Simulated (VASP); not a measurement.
An input for Ansatz (written as the equivalent of a VASP run, and not itself run):

Ansatz 0.2 input:
```yaml
crystal:
  lattice:
    - [3.0192569, 0.0000000, 0.0000000]
    - [0.0000000, 3.0192569, 0.0000000]
    - [0.0000000, 0.0000000, 3.0192569]
  atoms:
    - { symbol: Mo, position: [0.0000000, 0.0000000, 0.0000000] }
    - { symbol: Si, position: [0.5000000, 0.5000000, 0.5000000] }
kpoints:
  mp_grid: { grid: [14, 14, 14] }
hamiltonian:
  xc: pbesol
  pseudopotentials: { kind: paw }
scf:
  occupations: { method: tetrahedron }
  max_iter: 100
output: { forces: true, stress: true, eigenvalues: true }
```

**Question.** Write the VASP files for the same calculation (PBEsol).

**Answer.** Several could match; the one computed here: 
### INCAR
```
LREAL=.FALSE.   ! projection in real space or not
SYSTEM=MoSi
ISIF=2   ! forces and stress, cell fixed
LCHARG=.TRUE.
ALGO=Normal
NELM=100
PREC=Accurate
ENCUT=400   ! plane-wave cut-off (eV)
LWAVE=.FALSE.
LMAXMIX=4   ! l cut-off of mixed one-centre charges
LASPH=.TRUE.
EDIFF=1E-7
GGA=PS
LORBIT=11   ! lm-projected
ISMEAR=-5   ! tetrahedra, Bloechl
NEDOS=601   ! DOS grid
```

### POSCAR
```
MoSi
6.0385140
  0.4999999795   0.0000000000   0.0000000000
  0.0000000000   0.4999999795   0.0000000000
  0.0000000000   0.0000000000   0.4999999795
Mo Si
1 1
Cart
  0.0000000000   0.0000000000   0.0000000000
  0.2499999897   0.2499999897   0.2499999897
```

File KPOINTS:
```
Automatic mesh
0
Gamma
14 14 14
0 0 0
```

POTCAR, in this order: Mo_sv Si (PBE.64 set). Program: vasp_std.

What does not carry over: each code has its own PAW files, so the cut-off isn't converted (ENCUT is set for VASP's; basis.ecutwfc is left out, and Ansatz then takes the one that its files recommend); Ansatz stops its SCF on the density residual and VASP on the energy change (EDIFF).

The structure was generated: MoSi was put into the CsCl type type (Pm-3m), which need not be its known phase. It was relaxed first, which changed the volume by -33 %.
